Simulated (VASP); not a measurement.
# Zr3Ta7: core-level shifts, part 2 of 4

Aim: how the core levels of Zr3Ta7 differ from atom to atom, with and without the screening of the hole.

VASP 6.6.1, plane waves and PAW; the level of theory is named at each step.

So far: Set-up; Relaxation.

**2. Relaxation (continued)**

Level of this step: PBE; plane waves and PAW (Zr_sv, Ta_pv) (VASP).

Step by step:

| step | energy less that of the first step (eV) | largest force (eV/Å) |
| --- | --- | --- |
| 1 | 0.0000 | 1.4510 |
| 2 | -0.3166 | 0.6953 |
| 3 | -0.3748 | 0.3734 |
| 4 | -0.4374 | 0.2181 |
| 5 | -0.4674 | 0.2937 |
| 6 | -0.4676 | 0.2976 |
| 7 | -0.4799 | 0.1542 |
| 8 | -0.4839 | 0.0972 |
| 9 | -0.4842 | 0.0880 |
| 10 | -0.4851 | 0.0226 |

The atoms that moved most (Å):

| atom | dx | dy | dz | length |
| --- | --- | --- | --- | --- |
| Ta7 | 0.000 | 0.000 | -0.168 | 0.168 |
| Ta20 | 0.000 | 0.000 | 0.168 | 0.168 |
| Zr4 | 0.000 | 0.000 | -0.142 | 0.142 |
| Zr1 | 0.000 | 0.000 | 0.142 | 0.142 |
| Zr5 | 0.000 | 0.000 | -0.103 | 0.103 |
| Zr6 | 0.000 | 0.000 | -0.103 | 0.103 |
| Zr2 | 0.000 | 0.000 | 0.103 | 0.103 |
| Zr3 | 0.000 | 0.000 | 0.103 | 0.103 |

The relaxed structure:

```xyz
20
Lattice="6.6200 0.0000 0.0000 0.0000 6.6200 0.0000 0.0000 0.0000 20.6200" Properties=species:S:1:pos:R:3
Zr    0.0000    0.0000   13.7622
Zr    3.3100    0.0000   13.7229
Zr    0.0000    3.3100   13.7229
Zr    0.0000    0.0000    6.8578
Zr    3.3100    0.0000    6.8971
Zr    0.0000    3.3100    6.8971
Ta    3.3100    3.3100   13.4517
Ta    1.6483    1.6483   11.9863
Ta    4.9717    1.6483   11.9863
Ta    1.6483    4.9717   11.9863
Ta    4.9717    4.9717   11.9863
Ta    0.0000    0.0000   10.3100
Ta    3.3100    0.0000   10.3100
Ta    0.0000    3.3100   10.3100
Ta    3.3100    3.3100   10.3100
Ta    1.6483    1.6483    8.6337
Ta    4.9717    1.6483    8.6337
Ta    1.6483    4.9717    8.6337
Ta    4.9717    4.9717    8.6337
Ta    3.3100    3.3100    7.1683
```

This step gave:

| Property | Result |
| --- | --- |
| free energy (TOTEN) | -207.5164 eV |
| energy at zero smearing | -207.4605 eV |
| Fermi energy | 1.075 eV |

The forces on the free atoms are under 0.05 eV/Å.

**3. Initial state**

The cell without a hole gives, with ICORELEVEL = 1, the Kohn-Sham core levels of the initial state.

The input, INCAR:

```
SYSTEM = Zr3Ta7
PREC = Normal
ENCUT = 330
EDIFF = 1E-05
NELM = 120
ISMEAR = 0
SIGMA = 0.1
LREAL = Auto
ALGO = Fast
GGA = PE
NBANDS = 140
LORBIT = 11
LWAVE = .FALSE.
LCHARG = .FALSE.
NCORE = 8
ICORELEVEL = 1
ISIF = 0
LVHAR = .TRUE.
```

The input, POSCAR:

```
Zr3Ta7
1.0
    6.6200000000      0.0000000000      0.0000000000
    0.0000000000      6.6200000000      0.0000000000
    0.0000000000      0.0000000000     20.6200000000
Zr Ta
6 14
Direct
    0.0000000000      0.0000000000      0.6674210646
    0.5000000000      0.0000000000      0.6655156076
    0.0000000000      0.5000000000      0.6655156076
    0.0000000000      0.0000000000      0.3325789354
    0.5000000000      0.0000000000      0.3344843924
    0.0000000000      0.5000000000      0.3344843924
    0.5000000000      0.5000000000      0.6523600963
    0.2489894226      0.2489894226      0.5812926591
    0.7510105774      0.2489894226      0.5812926591
    0.2489894226      0.7510105774      0.5812926591
    0.7510105774      0.7510105774      0.5812926591
    0.0000000000      0.0000000000      0.5000000000
    0.5000000000      0.0000000000      0.5000000000
    0.0000000000      0.5000000000      0.5000000000
    0.5000000000      0.5000000000      0.5000000000
    0.2489894226      0.2489894226      0.4187073409
    0.7510105774      0.2489894226      0.4187073409
    0.2489894226      0.7510105774      0.4187073409
    0.7510105774      0.7510105774      0.4187073409
    0.5000000000      0.5000000000      0.3476399037
```

The input, KPOINTS:

```
Automatic mesh
0
Gamma
3 3 1
0 0 0
```

The projector-augmented-wave data sets are Zr_sv and Ta_pv (PBE family, release 64).

Launch:

```
> mpirun -np 8 vasp_std
```

Output:

```text
[banner, memory and clock lines left out]
running    8 mpi-ranks, on    1 nodes
 distrk:  each k-point on    8 cores,    1 groups
 distr:  one band on    8 cores,    1 groups

 POSCAR found type information on POSCAR ZrTa
 POSCAR found :  2 types and      20 ions
 [... a notice as in an earlier step ...]

 LDA part: xc-table for (Slater+PW92), standard interpolation
 POSCAR, INCAR and KPOINTS ok, starting setup
 FFT: planning ... GRIDC
 FFT: planning ... GRID_SOFT
 FFT: planning ... GRID
 WAVECAR not read
 entering main loop
       N       E                     dE             d eps       ncg     rms          rms(c)
DAV:   1     0.171714715287E+04    0.17171E+04   -0.10386E+05  1056   0.105E+03
DAV:   2    -0.996588996995E+02   -0.18168E+04   -0.17667E+04   960   0.358E+02
DAV:   3    -0.216956855606E+03   -0.11730E+03   -0.11328E+03  1176   0.719E+01
DAV:   4    -0.229646916988E+03   -0.12690E+02   -0.12575E+02  1536   0.180E+01
DAV:   5    -0.231104974939E+03   -0.14581E+01   -0.14569E+01  1192   0.446E+00    0.558E+01
RMM:   6    -0.223311495633E+03    0.77935E+01   -0.14429E+02  1201   0.158E+01    0.263E+01
RMM:   7    -0.225996910285E+03   -0.26854E+01   -0.95315E+01  1129   0.148E+01    0.199E+01
RMM:   8    -0.208010806511E+03    0.17986E+02   -0.13646E+01   972   0.726E+00    0.626E+00
RMM:   9    -0.207339308569E+03    0.67150E+00   -0.11166E+01  1294   0.400E+00    0.228E+00
RMM:  10    -0.207523994148E+03   -0.18469E+00   -0.30784E+00  1327   0.207E+00    0.185E+00
RMM:  11    -0.207484885920E+03    0.39108E-01   -0.40440E-01  1292   0.108E+00    0.924E-01
RMM:  12    -0.207501536586E+03   -0.16651E-01   -0.20701E-01  1326   0.659E-01    0.450E-01
RMM:  13    -0.207512076519E+03   -0.10540E-01   -0.92039E-02  1360   0.412E-01    0.354E-01
RMM:  14    -0.207512850521E+03   -0.77400E-03   -0.35516E-02  1405   0.300E-01    0.127E-01
RMM:  15    -0.207514716766E+03   -0.18662E-02   -0.17952E-02  1492   0.192E-01    0.113E-01
RMM:  16    -0.207514922647E+03   -0.20588E-03   -0.67722E-03  1486   0.129E-01    0.722E-02
WARNING in EDDRMM: call to ZHEGV failed, returncode =   8  4     87
RMM:  17    -0.207515128800E+03   -0.20615E-03   -0.46650E-03  1476   0.977E-02    0.336E-02
RMM:  18    -0.207515363218E+03   -0.23442E-03   -0.22480E-03  1463   0.717E-02    0.195E-02
RMM:  19    -0.207515504505E+03   -0.14129E-03   -0.12464E-03  1402   0.551E-02    0.133E-02
RMM:  20    -0.207515697186E+03   -0.19268E-03   -0.75972E-04  1321   0.435E-02    0.101E-02
RMM:  21    -0.207515914485E+03   -0.21730E-03   -0.46031E-04  1282   0.366E-02    0.643E-03
RMM:  22    -0.207516169762E+03   -0.25528E-03   -0.29455E-04  1217   0.307E-02    0.519E-03
RMM:  23    -0.207516280535E+03   -0.11077E-03   -0.17759E-04  1095   0.258E-02    0.360E-03
RMM:  24    -0.207516325559E+03   -0.45024E-04   -0.12598E-04  1079   0.231E-02    0.354E-03
WARNING in EDDRMM: call to ZHEGV failed, returncode =   6  3    116
RMM:  25    -0.207516342277E+03   -0.16718E-04   -0.81849E-05  1000   0.204E-02    0.403E-03
RMM:  26    -0.207516346461E+03   -0.41841E-05   -0.56906E-05   967   0.188E-02
   1 F= -.20751635E+03 E0= -.20746044E+03  d E =-.111822E+00
```

Elapsed: 66 s, on 8 MPI ranks of AMD EPYC 7R43, shared host; peak memory 0.92 GiB; 8.7 min of CPU time.

Parts of OUTCAR (step 3):

```text
The static configuration has the point symmetry D_4h.

 Found      3 irreducible k-points:

   NELECT =     226.0000    total number of electrons

 the core state eigenenergies are
   1-  1s -17815.4696  2s  -2462.6224  2p  -2195.1379  3s   -397.8879  3p   -310.7714
       3d   -167.8704
   2-  1s -17815.5048  2s  -2462.6669  2p  -2195.1816  3s   -397.9296  3p   -310.8130
       3d   -167.9128
   3-  1s -17815.5048  2s  -2462.6669  2p  -2195.1816  3s   -397.9296  3p   -310.8130
       3d   -167.9128
   4-  1s -17815.4696  2s  -2462.6224  2p  -2195.1379  3s   -397.8879  3p   -310.7714
       3d   -167.8704
   5-  1s -17815.5048  2s  -2462.6669  2p  -2195.1816  3s   -397.9296  3p   -310.8130
       3d   -167.9128
   6-  1s -17815.5048  2s  -2462.6669  2p  -2195.1816  3s   -397.9296  3p   -310.8130
       3d   -167.9128
   7-  1s -67336.9356  2s -11562.6443  2p -10129.8258  3s  -2644.1597  3p  -2218.2022
       3d  -1721.9354  4s   -534.1976  4p   -394.5127  4d   -215.8997  4f    -18.5233
       5s    -66.6753
   8-  1s -67336.2614  2s -11562.0034  2p -10129.1820  3s  -2643.5376  3p  -2217.5800
       3d  -1721.3122  4s   -533.6026  4p   -393.9207  4d   -215.3120  4f    -17.9503
       5s    -66.1547
   9-  1s -67336.2614  2s -11562.0034  2p -10129.1820  3s  -2643.5376  3p  -2217.5800
       3d  -1721.3122  4s   -533.6026  4p   -393.9207  4d   -215.3120  4f    -17.9503
       5s    -66.1547
  10-  1s -67336.2614  2s -11562.0034  2p -10129.1820  3s  -2643.5376  3p  -2217.5800
       3d  -1721.3122  4s   -533.6026  4p   -393.9207  4d   -215.3120  4f    -17.9503
       5s    -66.1547
  11-  1s -67336.2614  2s -11562.0034  2p -10129.1820  3s  -2643.5376  3p  -2217.5800
       3d  -1721.3122  4s   -533.6026  4p   -393.9207  4d   -215.3120  4f    -17.9503
       5s    -66.1547
  12-  1s -67336.1993  2s -11561.9409  2p -10129.1196  3s  -2643.4733  3p  -2217.5157
       3d  -1721.2482  4s   -533.5348  4p   -393.8525  4d   -215.2434  4f    -17.8802
       5s    -66.0792
  13-  1s -67336.1895  2s -11561.9312  2p -10129.1099  3s  -2643.4629  3p  -2217.5053
       3d  -1721.2379  4s   -533.5234  4p   -393.8409  4d   -215.2317  4f    -17.8680
       5s    -66.0649
  14-  1s -67336.1895  2s -11561.9312  2p -10129.1099  3s  -2643.4629  3p  -2217.5053
       3d  -1721.2379  4s   -533.5234  4p   -393.8409  4d   -215.2317  4f    -17.8680
       5s    -66.0649
  15-  1s -67336.3052  2s -11562.0570  2p -10129.2350  3s  -2643.5901  3p  -2217.6324
       3d  -1721.3655  4s   -533.6522  4p   -393.9700  4d   -215.3614  4f    -17.9981
       5s    -66.1955
[...]
3d  -1721.9354  4s   -534.1976  4p   -394.5127  4d   -215.8997  4f    -18.5233
       5s    -66.6753

 E-fermi :   1.0753

 k-point     1 :       0.0000    0.0000    0.0000
  band No.  band energies     occupation
    ...
    105       0.8757      1.99525
    106       0.8909      1.99088
    107       1.0333      1.44738
    108       1.0333      1.44738
    109       1.1130      0.59385
    110       1.1883      0.11002
    111       1.2390      0.02062
    112       1.2743      0.00489
    113       1.4257      0.00000
    114       1.4257      0.00000
    ...

 k-point     2 :       0.3333    0.0000    0.0000
  band No.  band energies     occupation
    ...
    106       0.7272      2.00000
    107       0.8068      1.99985
    108       0.9176      1.97428
    109       0.9386      1.94684
    110       0.9745      1.84619
    111       1.1249      0.48318
    112       1.1262      0.47224
    113       1.1611      0.22533
    114       1.2175      0.04430
    115       1.3862      0.00001
    ...

 POSITION                                       TOTAL-FORCE (eV/Angst)
 -----------------------------------------------------------------------------------
      0.00000      0.00000     13.76222         0.000000     -0.000000     -0.002587
      3.31000      0.00000     13.72293        -0.000000     -0.000000      0.006161
      0.00000      3.31000     13.72293         0.000000     -0.000000      0.006161
      0.00000      0.00000      6.85778         0.000000     -0.000000      0.002587
      3.31000      0.00000      6.89707         0.000000     -0.000000     -0.006161
      0.00000      3.31000      6.89707        -0.000000     -0.000000     -0.006161
      3.31000      3.31000     13.45167         0.000000     -0.000000      0.022630
      1.64831      1.64831     11.98625         0.014146      0.014146      0.007942
      4.97169      1.64831     11.98625        -0.014146      0.014146      0.007942
      1.64831      4.97169     11.98625         0.014146     -0.014146      0.007942
      4.97169      4.97169     11.98625        -0.014146     -0.014146      0.007942
      0.00000      0.00000     10.31000         0.000000     -0.000000     -0.000000
      3.31000      0.00000     10.31000         0.000000     -0.000000     -0.000000
      0.00000      3.31000     10.31000         0.000000     -0.000000     -0.000000
      3.31000      3.31000     10.31000         0.000000     -0.000000     -0.000000
      1.64831      1.64831      8.63375         0.014146      0.014146     -0.007942
      4.97169      1.64831      8.63375        -0.014146      0.014146     -0.007942
      1.64831      4.97169      8.63375         0.014146     -0.014146     -0.007942
      4.97169      4.97169      8.63375        -0.014146     -0.014146     -0.007942
      3.31000      3.31000      7.16833         0.000000     -0.000000     -0.022630
 -----------------------------------------------------------------------------------
    total drift:                                0.000000      0.000000      0.000000

  FREE ENERGIE OF THE ION-ELECTRON SYSTEM (eV)
  ---------------------------------------------------
  free  energy   TOTEN  =      -207.5163464607 eV

  energy  without entropy=     -207.4045242347  energy(sigma->0) =     -207.46043535

 total charge
# of ion       s       p       d       tot
------------------------------------------
    1        2.229   5.937   1.686   9.852
    2        2.225   5.942   1.664   9.830
    3        2.225   5.942   1.664   9.830
    4        2.229   5.937   1.686   9.852
    5        2.225   5.942   1.664   9.830
    6        2.225   5.942   1.664   9.830
    7        0.396   6.086   2.355   8.837
    8        0.380   6.163   2.370   8.913
    9        0.380   6.163   2.370   8.913
   10        0.380   6.163   2.370   8.913
   11        0.380   6.163   2.370   8.913
   12        0.366   6.168   2.375   8.909
   13        0.366   6.168   2.372   8.906
   14        0.366   6.168   2.372   8.906
   15        0.365   6.186   2.333   8.884
   16        0.380   6.163   2.370   8.913
   17        0.380   6.163   2.370   8.913
   18        0.380   6.163   2.370   8.913
   19        0.380   6.163   2.370   8.913
   20        0.396   6.086   2.355   8.837
--------------------------------------------------
tot         18.656 121.805  43.150 183.611

[... 7 parts as in an earlier step ...]

[... 2 further parts left out ...]
```

These are scalar-relativistic Kohn-Sham levels of the ground state, with no core hole, so they are not binding energies.

Numbers from this step:

```yaml
free_energy_toten: -207.5163 eV
energy_at_zero_smearing: -207.4604 eV
```

The two shallowest core shells; atoms whose shallowest level rounds to another's at 0.01 eV are left out. Core levels, by row:

| atom | shell | level below the Fermi level (eV) |
| --- | --- | --- |
| Zr1 | 3p | 311.8 |
| Zr1 | 3d | 168.9 |
| Zr2 | 3p | 311.9 |
| Zr2 | 3d | 169 |
| Ta7 | 5s | 67.75 |
| Ta7 | 4f | 19.6 |
| Ta8 | 5s | 67.23 |
| Ta8 | 4f | 19.03 |
| Ta12 | 5s | 67.15 |
| Ta12 | 4f | 18.96 |
| Ta13 | 5s | 67.14 |
| Ta13 | 4f | 18.94 |
| Ta15 | 5s | 67.27 |
| Ta15 | 4f | 19.07 |

(Continued in part 3 of 4.)

[Lines on the potential files, build, host, timing and source positions are cut from VASP's logs without a mark.]

[Logs are printed without paths, hosts, clocks, repeated set-up lines and the standing remarks that a program may print on its own settings, such as how far it seeks lower states.]

[Hosts, paths, dates, database ids (printed as entryN), source tags and the programs' standing remarks are cut or masked in the printed files.]
